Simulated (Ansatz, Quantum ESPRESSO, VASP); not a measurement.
# One structure in several programs: PtS₂ (P-3m1, 3 atoms in the cell)

Self-consistent single point.

```xyz
3
Lattice="1.7911 -3.1022 0.0000 1.7911 3.1022 0.0000 0.0000 0.0000 5.1000" Properties=species:S:1:pos:R:3 pbc="T T T"
Pt     0.0000     0.0000     0.0000
S      1.7911     1.0341     1.1730
S      1.7911    -1.0341     3.9270
```

Shared settings, as Ansatz (an electronic-structure program) writes them: kpoints.mp_grid.grid = 6 6 4; magnetization.spin_orbit = true; scf.occupations.method = fermi_dirac; scf.occupations.width = 0.0015 Ry. Potentials and cutoffs stand in the table.

```csv
code,model,pressure (GPa),largest force (eV/Å),gap on the mesh (eV),cutoff
Quantum ESPRESSO,"PBE, spin-orbit coupling, PseudoDojo fully relativistic norm-conserving (PBE) pseudopotentials",4.98,0.573,0.935,85 Ry
Ansatz,"PBE with spin-orbit coupling, default PAW files",4.93,0.570,0.938,default
VASP,"PBE, spin-orbit coupling, VASP's PBE PAW potentials (set 64)",4.23,0.545,0.940,300 eV
```

Gaps are read on the mesh.

The spread over the programs that give each value: pressure within 0.75 GPa; largest force within 0.028 eV/Å; gap on the mesh within 0.005 eV.

Ansatz's pressure is given at a fixed set of plane waves, as the other plane-wave codes print theirs; with its correction for the finite basis it is 4.96 GPa.

VASP's run is marked for a possible Pulay error in its stress at this cutoff; no cutoff test was made.

The starting cell has typed, rounded lattice constants, without a prior relaxation at this level. Its lattice was rescaled by a random factor within 2.5 % of one.

Left out of this page: Elk, FLEUR and SIESTA (not drawn, or without a comparable value).

Keys are those of Ansatz 0.2.
